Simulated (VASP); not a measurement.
Energy against volume of Sb (a7). Method: PBE GGA, VASP's PBE PAW potentials (set 64) (plane waves; VASP). Numerical set-up: 520 eV cut-off, 7×7×7 Γ-centred mesh, Gaussian smearing of 0.050 eV, potentials Sb.

Shape and ions are relaxed at each volume.

| V (Å³/atom) | E (eV/atom) |
|---|---|
| 29.888 | -4.13344 |
| 30.842 | -4.14445 |
| 31.796 | -4.14759 |
| 32.750 | -4.14454 |

Fit these four points and predict the energy of the run at 33.704 Å³/atom.

A cubic in V^(−2/3), the third-order Birch-Murnaghan form, passes through the four points with V0 = 31.76 Å³/atom and B0 = 35 GPa, and gives -4.1367 eV/atom there. The run gave -4.1367 eV/atom, -0.1 meV/atom from the fit; all five points give B0 = 35 GPa.

The compound is Sb in the a7 structure. It was relaxed first, which changed the volume by +5 %.
